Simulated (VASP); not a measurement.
```xyz
2
Lattice="3.9977 0.0000 0.0000 0.0000 3.9977 0.0000 0.0000 0.0000 5.2398" Properties=species:S:1:pos:R:3 pbc="T T T"
Ba     1.9988     1.9988     2.6199
Ta     0.0000     0.0000     0.0000
```

Method: PBE GGA, VASP's PBE PAW potentials (set 64) (plane waves; VASP). Numerical set-up: 300 eV cut-off, 6×6×4 Γ-centred mesh, Fermi-Dirac smearing of 0.10 eV, potentials Ba_sv Ta_pv.

Problem. Give the energies of bands 8 to 13 at the high-symmetry points, in eV from the Fermi level.

Solution. 
```
band      Γ      X      M      Z      R      A
----  -----  -----  -----  -----  -----  -----
8     -4.28  -2.08  -2.12  -3.01  -2.73  -0.46
9     -1.30  -0.91  -1.19  -1.44  -1.10  -0.44
10    -1.00  -0.24  -0.84  -0.63   0.29  -0.01
11     0.50   0.00  -0.84   0.32   0.33  -0.01
12     0.50   0.63   1.80   0.78   0.41   0.01
13     1.24   0.83   1.80   0.78   0.81   0.12
```

It has no gap at this level: it comes out as a metal or semimetal.

The structure was generated: BaTa was put into an ordered model structure, which need not be its known phase. The cell was not relaxed at this level. The electron count is odd and the run is not spin-polarised, which forces a metal. VASP warned that the highest band is occupied, so more bands are needed.
